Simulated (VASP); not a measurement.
Level of theory: PBE GGA, VASP's PBE PAW potentials (set 64) (plane waves; VASP 6.6.1).

VASP input:

**POSCAR**
```
Au
1
    0.0000000000     2.0400000000     2.0400000000
    2.0400000000     0.0000000000     2.0400000000
    2.0400000000     2.0400000000     0.0000000000
Au
1
Direct
  0.0000000000   0.0000000000   0.0000000000
```

### INCAR
```
SYSTEM  =  Au
EDIFF  =  1E-6   ! SCF stop (eV)
EDIFFG  =  -0.01   ! ionic stop
GGA  =  PE
LREAL  =  .FALSE.
IBRION  =  2
LWAVE  =  .FALSE.
ENCUT  =  520
NELM  =  100
LMAXMIX  =  6
NSW  =  60   ! most ionic steps
ISIF  =  3
ISMEAR  =  1
PREC  =  Accurate
LCHARG  =  .FALSE.
LASPH  =  .TRUE.   ! aspherical one-centre terms
ALGO  =  Normal
SIGMA  =  0.1   ! width (eV)
```

KPOINTS:
```
kpoints
0
G
 14 14 14
```

POTCAR, in this order: Au (PBE.64 set). Program: vasp_std.

Output

OSZICAR:
```
       N       E                     dE             d eps       ncg     rms          rms(c)
DAV:   1     0.422843386394E+02    0.42284E+02   -0.59750E+03  2081   0.110E+03
DAV:   2    -0.308623673675E+01   -0.45371E+02   -0.42835E+02  1938   0.198E+02
DAV:   3    -0.345685212124E+01   -0.37062E+00   -0.37027E+00  2221   0.190E+01
DAV:   4    -0.345789434560E+01   -0.10422E-02   -0.10422E-02  2118   0.102E+00
DAV:   5    -0.345790083892E+01   -0.64933E-05   -0.64936E-05  2164   0.789E-02    0.954E+00
DAV:   6    -0.321449935022E+01    0.24340E+00   -0.76854E-01  1907   0.865E+00    0.602E+00
DAV:   7    -0.319453223428E+01    0.19967E-01   -0.83305E-02  2000   0.282E+00    0.275E+00
DAV:   8    -0.319229631762E+01    0.22359E-02   -0.20626E-03  1992   0.476E-01    0.238E-01
DAV:   9    -0.319228572409E+01    0.10594E-04   -0.63337E-06  2091   0.288E-02    0.153E-02
DAV:  10    -0.319229132012E+01   -0.55960E-05   -0.24826E-06  2070   0.202E-02    0.178E-03
DAV:  11    -0.319229126650E+01    0.53626E-07   -0.35984E-08   964   0.185E-03
   1 F= -.31922913E+01 E0= -.31924365E+01  d E =-.319229E+01
       N       E                     dE             d eps       ncg     rms          rms(c)
DAV:   1    -0.544417463162E+01   -0.22519E+01   -0.48355E+01  1900   0.783E+01    0.116E+01
DAV:   2    -0.329082133439E+01    0.21534E+01   -0.65295E+00  1883   0.253E+01    0.526E+00
DAV:   3    -0.317421038081E+01    0.11661E+00   -0.50564E-01  1937   0.654E+00    0.416E+00
DAV:   4    -0.317178688629E+01    0.24235E-02   -0.10116E-02  1987   0.910E-01    0.102E+00
DAV:   5    -0.317167131207E+01    0.11557E-03   -0.33922E-03  2125   0.409E-01    0.186E-02
DAV:   6    -0.317171310515E+01   -0.41793E-04   -0.42808E-05  2070   0.713E-02    0.115E-02
DAV:   7    -0.317171480875E+01   -0.17036E-05   -0.15561E-06  2142   0.107E-02    0.328E-03
DAV:   8    -0.317171484755E+01   -0.38803E-07   -0.19000E-08   943   0.143E-03
   2 F= -.31717148E+01 E0= -.31716373E+01  d E =0.205764E-01
       N       E                     dE             d eps       ncg     rms          rms(c)
DAV:   1    -0.406919781135E+01   -0.89748E+00   -0.17079E+01  1921   0.454E+01    0.558E+00
DAV:   2    -0.324384989245E+01    0.82535E+00   -0.30408E+00  1886   0.164E+01    0.145E+00
DAV:   3    -0.321639201164E+01    0.27458E-01   -0.14107E-01  1955   0.337E+00    0.115E+00
DAV:   4    -0.321716091366E+01   -0.76890E-03   -0.67036E-03  2004   0.687E-01    0.108E-01
DAV:   5    -0.321712777840E+01    0.33135E-04   -0.55477E-05  1959   0.770E-02    0.300E-02
DAV:   6    -0.321714166700E+01   -0.13889E-04   -0.30822E-06  2018   0.186E-02    0.115E-03
DAV:   7    -0.321714181613E+01   -0.14913E-06   -0.91588E-08  1068   0.283E-03
   3 F= -.32171418E+01 E0= -.32173496E+01  d E =-.248505E-01
       N       E                     dE             d eps       ncg     rms          rms(c)
DAV:   1    -0.321730842431E+01   -0.16676E-03   -0.31627E-03  1909   0.627E-01    0.750E-02
DAV:   2    -0.321715929323E+01    0.14913E-03   -0.51784E-04  1891   0.219E-01    0.290E-02
DAV:   3    -0.321715412929E+01    0.51639E-05   -0.27857E-05  1927   0.478E-02    0.221E-02
DAV:   4    -0.321715511941E+01   -0.99012E-06   -0.10981E-06  1913   0.932E-03
   4 F= -.32171551E+01 E0= -.32173651E+01  d E =-.248639E-01
```

### OUTCAR
```
------------------------ aborting loop because EDIFF is reached ----------------------------------------
  FORCE on cell =-STRESS in cart. coord.  units (eV):
  Direction    XX          YY          ZZ          XY          YZ          ZX
  --------------------------------------------------------------------------------------
  Total       -0.0047798     -0.0047798     -0.0047798      0.0000000      0.0000000      0.0000000
  in kB       -0.4271922     -0.4271922     -0.4271922      0.0000000      0.0000000      0.0000000
  external PRESSURE =      -0.4271922 kB  Pullay stress =       0.0000000 kB
  volume of cell :       17.93
      direct lattice vectors                 reciprocal lattice vectors
    -0.000000000  2.077250233  2.077250233    -0.240702825  0.240702825  0.240702825
     2.077250233  0.000000000  2.077250233     0.240702825 -0.240702825  0.240702825
     2.077250233  2.077250233 -0.000000000     0.240702825  0.240702825 -0.240702825
 POSITION                                       TOTAL-FORCE (eV/Angst)
 -----------------------------------------------------------------------------------
      0.00000      0.00000      0.00000         0.000000      0.000000      0.000000
 -----------------------------------------------------------------------------------
    total drift:                               -0.000000      0.000000     -0.000000
  FREE ENERGIE OF THE ION-ELECTRON SYSTEM (eV)
  ---------------------------------------------------
  free  energy   TOTEN  =        -3.2171551194 eV

  energy  without entropy=       -3.2177851335  energy(sigma->0) =       -3.21736512

 reached required accuracy - stopping structural energy minimisation
```
(Selected blocks of OUTCAR.)

File CONTCAR:
```
Au
   1.00000000000000
    -0.0000000000000000    2.0772502327404099    2.0772502327404099
     2.0772502327404099    0.0000000000000000    2.0772502327404099
     2.0772502327404099    2.0772502327404099   -0.0000000000000000
  Au
     1
Direct
     0.0000000000000000    0.0000000000000000    0.0000000000000000
```

### OUTCAR
```
 val. band max:        8.4864112155   @ k =   0.5000   0.0714   0.0000

 cond. band min:       8.6365250951   @ k =   0.5000   0.3571   0.1429


 Fermi energy:         8.5564169107

 k-point     1 :       0.0000    0.0000    0.0000
  band No.  band energies     occupation
      1      -0.6799      2.00000
      2       4.2200      2.00000
      3       4.2200      2.00000
      4       4.2200      2.00000
      5       5.6048      2.00000
      6       5.6048      2.00000
      7      23.2313      0.00000
      8      26.9400      0.00000
      9      26.9400      0.00000

 k-point     2 :       0.0714    0.0000    0.0000
  band No.  band energies     occupation
      1      -0.5101      2.00000
      2       4.1685      2.00000
      3       4.2760      2.00000
      4       4.2760      2.00000
      5       5.5809      2.00000
      6       5.5809      2.00000
      7      23.4101      0.00000
      8      25.8373      0.00000
      9      27.1239      0.00000

 k-point     3 :       0.1429    0.0000    0.0000
  band No.  band energies     occupation
      1      -0.0239      2.00000
      2       4.0558      2.00000
      3       4.4055      2.00000
      4       4.4055      2.00000
      5       5.5512      2.00000
      6       5.5512      2.00000
      7      23.2560      0.00000
      8      24.2459      0.00000
      9      27.6045      0.00000

 k-point     4 :       0.2143    0.0000    0.0000
  band No.  band energies     occupation
      1       0.6834      2.00000
      2       4.0205      2.00000
      3       4.4885      2.00000
      4       4.4885      2.00000
      5       5.6398      2.00000
      6       5.6398      2.00000
      7      20.8598      0.00000
      8      24.3157      0.00000
      9      28.0568      0.00000

 k-point     5 :       0.2857    0.0000    0.0000
  band No.  band energies     occupation
      1       1.3613      2.00000
      2       4.3536      2.00000
      3       4.4380      2.00000
...
```

Energy and stress use the plane-wave basis of the starting cell. Unless said otherwise, spin-orbit coupling is left out, though it shifts the bands of the heavy elements here.

The compound is Au in the fcc structure. This run relaxes it. Symmetry was kept, so distortions that lower it aren't found.
